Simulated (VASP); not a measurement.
A run of VASP 6.6.1 is set up as follows.

The input INCAR:

```
SYSTEM = MgH8Cl2O4
PREC = Accurate
ENCUT = 520
EDIFF = 1E-6
ISMEAR = -1
SIGMA = 0.02
LREAL = Auto
LASPH = .True.
NELM = 100
ALGO = Normal
ISIF = 2
LWAVE = .False.
LCHARG = .False.
GGA = PS
NBANDS = 37
```

File KPOINTS:

```
regular mesh
0
Gamma
  1 1 1
  0 0 0
```

File POSCAR:

```
MgH8Cl2O4
1.0
    5.7082670000      0.0000000000      0.0000000000
    0.0000000000      5.7082670000      0.0000000000
    0.0000000000      0.0000000000      5.7082670000
O H Mg Cl
4 8 1 2
Direct
    0.7452524558      0.2131995578      0.1527608992
    0.1959789197      0.3381937110      0.6278262737
    1.1102669164      0.9839939162      0.1488893214
    0.8089145094      0.4558125960      0.8181642520
    0.6959730510      0.1884635039      0.3464974571
    0.8195832465      0.3672568224      0.1293737662
    0.0950901561      0.2071556919      0.6649829099
    0.1886211700      0.3559574211      0.4567235555
    0.9614476688      1.0690284810      0.0849644910
    1.0892272558      0.8083188821      0.1376249569
    0.7685519966      0.6234466608      0.8454404813
    0.9485891252      0.4415876132      0.7191499627
    0.4660433718      1.2509050470     -0.1084742532
    0.6191896770     -0.0281521520      0.6311722980
    0.2977961613      0.5464881023      0.1476455113
```

Potentials or basis: VASP PAW PBE potentials, release 64 (O, H, Mg, Cl).

The run is started by

```console
$ cat potpaw_PBE.64/O/POTCAR potpaw_PBE.64/H/POTCAR potpaw_PBE.64/Mg/POTCAR potpaw_PBE.64/Cl/POTCAR > POTCAR
$ mpirun -np 1 vasp_gam > vasp.out
```

Question: Estimate the band gap on the k mesh.

Answer: 3.73 eV, direct.

Question: What does it give for the largest force?

Answer: 4.290 eV/Å.

Question: Estimate the pressure.

Answer: -0.8 GPa.

Forces in eV/Å, atoms in the order of the input:
```
O   -2.227 -0.115  3.664
O    0.037 -0.189  0.749
O   -0.955  0.296 -1.318
O   -1.777  1.340  0.608
H    0.891 -0.095 -3.154
H   -0.014 -0.016  0.007
H   -0.283 -1.107 -0.234
H    0.646  0.112 -0.831
H    1.297 -1.273  1.246
H    0.224  1.524 -0.117
H    0.427 -0.436 -0.646
H    0.480  0.689 -0.117
Mg   0.464  0.254  0.446
Cl  -0.028  0.090 -0.130
Cl   0.818 -1.074 -0.173
```

Caveat: the PAW data sets were made with another functional, which shifts forces and pressure a little.
